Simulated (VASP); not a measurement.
The input files of a VASP run:

File KPOINTS:
```
Automatic mesh
0
Gamma
5 5 3
0 0 0
```

**INCAR**
```
# general
SYSTEM   =  Be3Sb2
PREC     =  Accurate
ENCUT    =  300
LREAL    =  .False.
LASPH    =  .True.

# electronic loop
EDIFF    =  1E-6
NELM     =  100
ALGO     =  Normal
LMAXMIX  =  4

# smearing
ISMEAR   =  0
SIGMA    =  0.2

# functional
GGA      =  PE

# ions
ISIF     =  2

# output
LWAVE    =  .False.
LCHARG   =  .False.
```

POSCAR:
```
Be3Sb2
1
    3.9839500000     0.0000000000     0.0000000000
   -1.9919750000     3.4502020000     0.0000000000
    0.0000000000     0.0000000000     6.2075980000
Sb Be
2 3
Direct
  0.3333330000   0.6666670000   0.2467000000
  0.6666670000   0.3333330000   0.7533000000
  0.0000000000   0.0000000000   0.0000000000
  0.3333330000   0.6666670000   0.6470000000
  0.6666670000   0.3333330000   0.3530000000
```

POTCAR, in this order: Sb Be (PBE.64 set). Program: vasp_std.

**Question.** Translate this PBE calculation to Quantum ESPRESSO's pw.x.

**Answer.** One equivalent input (not run):
```
&CONTROL
  calculation = 'scf'
  pseudo_dir = './pseudo'
  outdir = './out'
  tprnfor = .true.
  tstress = .true.
/
&SYSTEM
  ibrav = 0
  nat = 5
  ntyp = 2
  ecutwfc = 88
  occupations = 'smearing'
  smearing = 'gaussian'
  degauss = 0.0147
  input_dft = 'pbe'
/
&ELECTRONS
  conv_thr = 7.3e-08
  electron_maxstep = 100
/
ATOMIC_SPECIES
  Sb 121.760 Sb.upf
  Be 9.012 Be.upf
CELL_PARAMETERS angstrom
     3.9839500    0.0000000    0.0000000
    -1.9919750    3.4502020    0.0000000
     0.0000000    0.0000000    6.2075980
ATOMIC_POSITIONS crystal
  Sb   0.3333330  0.6666670  0.2467000
  Sb   0.6666670  0.3333330  0.7533000
  Be   0.0000000  0.0000000  0.0000000
  Be   0.3333330  0.6666670  0.6470000
  Be   0.6666670  0.3333330  0.3530000
K_POINTS automatic
  5 5 3 0 0 0
```
The two are equivalent in intent, not identical: the potentials are each code's own (VASP's PAW set, PseudoDojo norm-conserving files in pw.x), so ENCUT and ecutwfc are chosen apart and not converted; conv_thr bounds pw.x's estimated SCF error, while EDIFF bounds the energy change between steps.

The structure was generated: Be3Sb2 was put into an ordered model structure, which need not be its known phase. The cell was not relaxed at this level. The k-mesh is coarse (spacing up to 0.36 per Å, 2π included), so the numbers may not be converged in it.
